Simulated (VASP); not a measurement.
Consider the following.

```yaml
crystal:
  lattice:
    - [-1.65257, 1.65257, 1.65257]
    - [1.65257, -1.65257, 1.65257]
    - [1.65257, 1.65257, -1.65257]
  atoms:
    - { symbol: Ta, position: [0.00000, 0.00000, 0.00000] }
```

Computed with r2SCAN meta-GGA, VASP's PBE PAW potentials (set 64) (plane waves; VASP). Numerical set-up: 480 eV cut-off, 14×14×14 Γ-centred mesh, first-order Methfessel-Paxton smearing of 0.10 eV, potentials Ta_pv.

Each row applies one change to this cell, which was relaxed at other settings and keeps the small stress of the first row; at a fixed cut-off the stress holds a Pulay part, so it need not integrate to ΔE exactly. Stress is in GPa, positive when the cell is compressed.

| change | ΔE (meV/atom) | σxx | σyy | σzz | largest shear component, with its sign (GPa) | largest force (eV/Å) |
|---|---|---|---|---|---|---|
| none | 0.0 | 0.05 | 0.05 | 0.05 | 0.00 | 0.000 |
| uniaxial strain of -0.5 % along z | 0.4 | 1.03 | 1.03 | 1.46 | 0.00 | 0.000 |
| uniaxial strain of +0.5 % along x | 0.3 | -1.37 | -0.87 | -0.87 | 0.00 | 0.000 |
| biaxial strain of -1.5 % in the xy plane | 12.8 | 7.84 | 7.84 | 5.60 | 0.00 | 0.000 |
| uniaxial strain of -0.5 % along x | 0.4 | 1.46 | 1.03 | 1.03 | 0.00 | 0.000 |
| biaxial strain of -4.0 % in the xy plane | 97.7 | 22.99 | 22.99 | 16.00 | 0.00 | 0.000 |
| isotropic strain of -3.0 % | 109.1 | 23.51 | 23.51 | 23.51 | 0.00 | 0.000 |

Failed runs are left out, and for metals the shear rows, which the mesh's noise covers.

The compound is Ta in the bcc structure.
